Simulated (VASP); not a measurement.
All values below come from PW91 GGA, VASP's PBE PAW potentials (set 64) (plane waves; VASP).

Input for VASP

File POSCAR:
```
CdF2
1
    0.0000000000     2.7384881804     2.7384881804
    2.7384881804     0.0000000000     2.7384881804
    2.7384881804     2.7384881804     0.0000000000
Cd F
1 2
Direct
  0.0000000000   0.0000000000   0.0000000000
  0.2500000000   0.2500000000   0.2500000000
  0.7500000000   0.7500000000   0.7500000000
```

### KPOINTS
```
Automatic mesh
0
Gamma
7 7 7
0 0 0
```

### INCAR
```
SYSTEM = CdF2
PREC = Accurate; ENCUT = 520; LREAL = .False.
LASPH = .True.
EDIFF = 1E-7; NELM = 100; ALGO = Normal
LMAXMIX = 4
ISMEAR = 0; SIGMA = 0.05
GGA = 91
ISIF = 2
LWAVE = .False.; LCHARG = .False.
```

POTCAR, in this order: Cd F (PBE.64 set). Program: vasp_std.

The resulting files:

File OUTCAR:
```
 ion  position               nearest neighbor table
   1  0.000  0.000  0.000-   3 2.37   3 2.37   3 2.37   2 2.37   2 2.37   2 2.37   3 2.37   2 2.37
  LATTYP: Found a face centered cubic cell.
 ALAT       =     5.4769763608
 Subroutine PRICEL returns:
 Original cell was already a primitive cell.
 Subroutine GETGRP returns: Found 48 space group operations
The static configuration has the point symmetry O_h .
The dynamic configuration has the point symmetry O_h .
 Subroutine INISYM returns: Found 48 space group operations
 Subroutine IBZKPT returns following result:
 Found     20 irreducible k-points:

 Following reciprocal coordinates:
            Coordinates               Weight
  0.000000  0.000000  0.000000      1.000000
  0.142857  0.000000  0.000000      8.000000
  0.285714  0.000000  0.000000      8.000000
  0.428571  0.000000  0.000000      8.000000
  0.142857  0.142857  0.000000      6.000000
  0.285714  0.142857  0.000000     24.000000
  0.428571  0.142857  0.000000     24.000000
 -0.428571  0.142857  0.000000     24.000000
 -0.285714  0.142857  0.000000     24.000000
 -0.142857  0.142857  0.000000     12.000000
...
```

File OSZICAR:
```
       N       E                     dE             d eps       ncg     rms          rms(c)
DAV:   1     0.206300570259E+03    0.20630E+03   -0.15928E+04   696   0.154E+03
DAV:   2    -0.387064712058E+01   -0.21017E+03   -0.20459E+03   776   0.385E+02
DAV:   3    -0.128540990106E+02   -0.89835E+01   -0.89621E+01   741   0.905E+01
DAV:   4    -0.129000874126E+02   -0.45988E-01   -0.45978E-01   771   0.639E+00
DAV:   5    -0.129002511728E+02   -0.16376E-03   -0.16376E-03   737   0.336E-01    0.975E+00
DAV:   6    -0.110228818524E+02    0.18774E+01   -0.57402E+00   901   0.462E+01    0.691E+00
DAV:   7    -0.110621696020E+02   -0.39288E-01   -0.88631E-01   683   0.994E+00    0.410E+00
DAV:   8    -0.110531403160E+02    0.90293E-02   -0.18583E-01   748   0.427E+00    0.764E-01
DAV:   9    -0.110426437293E+02    0.10497E-01   -0.45536E-02   819   0.251E+00    0.111E-01
DAV:  10    -0.110432277471E+02   -0.58402E-03   -0.38278E-03   698   0.765E-01    0.124E-01
DAV:  11    -0.110433273591E+02   -0.99612E-04   -0.19827E-04   749   0.182E-01    0.525E-02
DAV:  12    -0.110433887589E+02   -0.61400E-04   -0.13445E-04   697   0.101E-01    0.163E-02
DAV:  13    -0.110433923741E+02   -0.36152E-05   -0.54368E-06   775   0.199E-02    0.667E-03
DAV:  14    -0.110433927430E+02   -0.36883E-06   -0.22749E-06   704   0.213E-02    0.209E-03
DAV:  15    -0.110433928047E+02   -0.61731E-07   -0.99851E-08   560   0.484E-03
   1 F= -.11043393E+02 E0= -.11043393E+02  d E =-.144240E-20
```

### OUTCAR
```
------------------------ aborting loop because EDIFF is reached ----------------------------------------
  FORCE on cell =-STRESS in cart. coord.  units (eV):
  Direction    XX          YY          ZZ          XY          YZ          ZX
  --------------------------------------------------------------------------------------
  Total        0.0503430      0.0503430      0.0503430     -0.0000000      0.0000000     -0.0000000
  in kB        1.9637535      1.9637535      1.9637535     -0.0000000      0.0000000     -0.0000000
  external PRESSURE =       1.9637535 kB  Pullay stress =       0.0000000 kB
  volume of cell :       41.07
      direct lattice vectors                 reciprocal lattice vectors
     0.000000000  2.738488180  2.738488180    -0.182582493  0.182582493  0.182582493
     2.738488180  0.000000000  2.738488180     0.182582493 -0.182582493  0.182582493
     2.738488180  2.738488180  0.000000000     0.182582493  0.182582493 -0.182582493
 POSITION                                       TOTAL-FORCE (eV/Angst)
 -----------------------------------------------------------------------------------
      0.00000      0.00000      0.00000         0.000000     -0.000000      0.000000
      1.36924      1.36924      1.36924         0.000000      0.000000      0.000000
      4.10773      4.10773      4.10773        -0.000000     -0.000000     -0.000000
 -----------------------------------------------------------------------------------
    total drift:                                0.000000     -0.000000      0.000000
  FREE ENERGIE OF THE ION-ELECTRON SYSTEM (eV)
  ---------------------------------------------------
  free  energy   TOTEN  =       -11.0433928047 eV

  energy  without entropy=      -11.0433928047  energy(sigma->0) =      -11.04339280
```
(Selected blocks of OUTCAR.)

The compound is CdF2 in the fluorite structure. It was relaxed first.
